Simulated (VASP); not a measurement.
```yaml
crystal:
  lattice:
    - [0.00000, 2.72679, 2.74042]
    - [2.74042, 0.00000, 2.74042]
    - [2.74042, 2.72679, 0.00000]
  atoms:
    - { symbol: Ca, position: [0.00000, 0.00000, 0.00000] }
    - { symbol: F, position: [0.25000, 0.25000, 0.25000] }
    - { symbol: F, position: [0.75000, 0.75000, 0.75000] }
```

The numbers are results of r2SCAN meta-GGA, VASP's PBE PAW potentials (set 64) (plane waves; VASP 6.6.1), not measurements. Numerical set-up: 600 eV cut-off, 6×6×6 Γ-centred mesh, Gaussian smearing of 0.050 eV, potentials Ca_sv F.

Predict the energy per atom (σ→0), pressure.

The energy per atom (σ→0) is -8.652 eV/atom and the pressure is -1.14 GPa.

Only differences to runs with the same potentials and settings are physical.

The compound is CaF2 in the fluorite structure. This cell was strained or had an atom moved on purpose.
